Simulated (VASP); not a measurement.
Data:

```
CELL_PARAMETERS angstrom
      2.94596     0.00000     0.00000
      0.00000     2.94596     0.00000
      0.00000     0.00000     2.94596
ATOMIC_POSITIONS crystal
  Rh 0.00000 0.00000 0.00000
  Si 0.50000 0.50000 0.50000
```

Calculation: PBEsol GGA, VASP's PBE PAW potentials (set 64) (plane waves; VASP). Settings: 400 eV cut-off, Gaussian smearing of 0.050 eV, potentials Rh_pv Si.

Question: Give the energies of bands 5 to 12 at the high-symmetry points, in eV from the Fermi level.

Answer: 
```tsv
band	Γ	X	M	R
5	-5.42	-8.49	-4.95	-7.23
6	-5.42	-4.60	-4.58	-7.23
7	-1.97	-3.94	-4.58	-3.48
8	-1.97	-3.94	-3.25	-0.53
9	-1.97	-1.71	-3.25	-0.53
10	2.23	-0.09	-0.62	2.17
11	2.23	5.45	1.92	2.17
12	2.23	7.83	3.14	2.17
```

It has no gap at this level: it comes out as a metal or semimetal.

The structure was generated: SiRh was put into the CsCl type (Pm-3m), which need not be its known phase. It was relaxed first. The electron count is odd and the run is not spin-polarised, which forces a metal.
